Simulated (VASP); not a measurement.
Data:

```xyz
1
Lattice="-2.8462 2.8462 2.8462 2.8462 -2.8462 2.8462 2.8462 2.8462 -2.8462" Properties=species:S:1:pos:R:3 pbc="T T T"
Rb     0.0000     0.0000     0.0000
```

Calculation: r2SCAN+rVV10, VASP's PBE PAW potentials (set 64) (plane waves; VASP 6.6.1). Numerical set-up: 520 eV cut-off, 10×10×10 Γ-centred mesh, tetrahedra with Blöchl corrections, potentials Rb_sv.

Task: Give the energies of bands 5 to 7 at the high-symmetry points, in eV from the Fermi level.

Result: 
```tsv
band	Γ	H	N	P
5	-2.11	1.29	0.32	1.30
6	4.08	1.29	0.67	1.30
7	4.08	3.44	2.84	1.30
```

It has no gap at this level: it comes out as a metal or semimetal.

The compound is Rb in the bcc structure. It was relaxed first.
